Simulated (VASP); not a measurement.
NaCl:

```
Na Cl
1.0
     0.00000    2.81000    2.81000
     2.81000    0.00000    2.81000
     2.81000    2.81000    0.00000
Na Cl
1 1
Direct
  0.00000 0.00000 0.00000
  0.50000 0.50000 0.50000
```

```yaml
Program: VASP 6.6.1
Task: relaxation of cell and atoms
Functional: PBE
Potentials_or_basis: VASP PAW PBE potentials, release 64 (Na_pv, Cl)
Cutoff: 600 eV
k_mesh: 8 × 8 × 8
Occupations: gaussian, width 0.03 eV
Spin: no spin polarisation
```

At the start: pressure 1.1 GPa; volume 22.19 Å³/atom.

Q: How do energy, volume and symmetry change on relaxing?

A: Over 3 steps the energy falls by 2.9 meV/atom and the volume is 23.14 Å³/atom (+4.3 %); space group Fm-3m (No. 225, to 0.05 Å).

Step by step:
```
step  energy change (eV)  largest force (eV/Å)  pressure (GPa)  volume (Å³)
   1              0.0000                0.0000            1.05        44.38
   2             -0.0045                0.0000            0.52        45.32
   3             -0.0058                0.0000            0.00        46.28
```

Final structure:
```
Na Cl
1.0
     0.00000    2.84956    2.84956
     2.84956    0.00000    2.84956
     2.84956    2.84956    0.00000
Na Cl
1 1
Direct
  0.00000 0.00000 0.00000
  0.50000 0.50000 0.50000
```
